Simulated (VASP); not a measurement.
Data:

```
CELL_PARAMETERS angstrom
      4.55961     0.00000     0.00000
     -2.27981     3.94874     0.00000
      0.00000     0.00000    10.98394
ATOMIC_POSITIONS crystal
  Mn 0.33333 0.66667 0.66151
  Hg 0.00000 0.00000 0.99578
  Hg 0.66667 0.33333 0.33977
  Te 0.00000 0.00000 0.25086
  Te 0.66667 0.33333 0.59757
  Te 0.33333 0.66667 0.90449
```

The numbers are results of PBEsol GGA with spin-orbit coupling, VASP's PBE PAW potentials (set 64) (plane waves; VASP), not measurements. Run with 400 eV cut-off, 7×7×3 Γ-centred mesh, Gaussian smearing of 0.050 eV, potentials Mn_pv Hg Te.

The run has a spin-polarised start.

Task: Estimate the energy per atom (σ→0), band gap (over mesh and band path) with the smallest direct gap where there is one.

Result: 
```json
{
 "band gap (over mesh and band path)": "0.02 eV",
 "smallest direct gap (over mesh and band path)": "0.02 eV",
 "energy per atom (σ→0)": "-3.772 eV/atom"
}
```

The structure comes from a computed database's MnHg2Te3 entry (P3m1); how it stands against other phases isn't given here. It was relaxed first.
